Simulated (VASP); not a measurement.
Data:

```xyz
4
Lattice="3.6008 0.0000 0.0000 0.0000 3.6008 0.0000 0.0000 0.0000 3.6008" Properties=species:S:1:pos:R:3 pbc="T T T"
Al     0.0000     0.0000     0.0000
Ni     0.0000     1.8004     1.8004
Ni     1.8004     0.0000     1.8004
Ni     1.8004     1.8004     0.0000
```
Starting moments (μB, in the order of the record's atoms Al Ni Ni Ni): 0.0 0.3 0.3 0.3.

All values below come from TPSS meta-GGA, VASP's PBE PAW potentials (set 64) (plane waves; VASP 6.6.1). Settings: 520 eV cut-off, 9×9×9 Γ-centred mesh, first-order Methfessel-Paxton smearing of 0.10 eV, potentials Al Ni.

Problem. What does the run give for the cell moment, energy per atom (σ→0), pressure, band gap (on the k-mesh) with the smallest direct gap where there is one?

Solution. 
| Item | Value |
|---|---|
| band gap (on the k-mesh) | none (metal, semimetal or under 0.01 eV) |
| cell moment | 0.79 μB |
| energy per atom (σ→0) | -1193.8 kJ/mol of atoms |
| pressure | -10.15 GPa |

Problem. Give the moment on each site (PAW-sphere projection).

Solution. 
```csv
site,moment (μB)
Al1,-0.01
Ni2,0.29
Ni3,0.29
Ni4,0.29
```

Total energies compare only between runs with the same potentials, cut-off and functional.

The compound is Ni3Al in the L1_2 structure. This cell is one point of a volume scan, at 1.06 of the reference volume.
